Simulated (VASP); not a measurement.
Write the native input for VASP 6.6.1 that does the following.

```yaml
Task: single point
Functional: PBE
Potentials_or_basis: VASP PAW PBE potentials, release 64 (Ta_pv, Sc_sv, N)
Cutoff: 520 eV
k_mesh: 10 × 10 × 3
Occupations: fermi-dirac, width 0.05 eV
Spin: no spin polarisation
Further_INCAR_settings: ALGO = Normal; EDIFF = 1e-07; NBANDS = 36
```

The structure of ScTaN lies in POSCAR:

```
ScTaN
1.0
    3.0850655424      0.0000000000      0.0000000000
   -1.5425327712      2.6717451321      0.0000000000
    0.0000000000      0.0000000000     10.3401360000
Ta Sc N
2 2 2
Direct
    0.3285960000      0.6572480000      0.2489040000
    0.6696490000      0.3366880000      0.7472010000
    0.0211850000     -0.0055510000     -0.0032500000
    0.0043380000     -0.0182150000      0.4988000000
    0.3459190000      0.6802090000      0.6327580000
    0.6575470000      0.3125830000      0.3725460000
```

The cell comes from a database or a generator and needn't be the stable form of this composition.

The cell isn't the ideal one: atoms moved at random, drawn with an rms of 0.05 Å.

These files were run (other wordings do the same):

INCAR

```
SYSTEM = ScTaN
PREC = Accurate
ENCUT = 520
EDIFF = 1E-7
ISMEAR = -1
SIGMA = 0.05
LREAL = .False.
LASPH = .True.
NELM = 80
ALGO = Normal
ISIF = 2
LWAVE = .False.
LCHARG = .False.
GGA = PE
NBANDS = 36
```

KPOINTS

```
Automatic mesh
0
Gamma
  10 10 3
  0 0 0
```

Potentials or basis: VASP PAW PBE potentials, release 64 (Ta_pv, Sc_sv, N).

The run is started by

```console
$ cat potpaw_PBE.64/Ta_pv/POTCAR potpaw_PBE.64/Sc_sv/POTCAR potpaw_PBE.64/N/POTCAR > POTCAR
$ mpirun -np 1 vasp_std > vasp.out
```

It gave:

```yaml
Pressure: 2.3 GPa
Largest_force: 1.475 eV/Å
Band_gap_on_the_k_mesh: none (metal or under the smearing width)
```

Run time: 13 min on 1 thread of AMD EPYC 7R43 64-Core Processor (Zen 3), with other jobs on the host, peak memory 0.46 GiB.
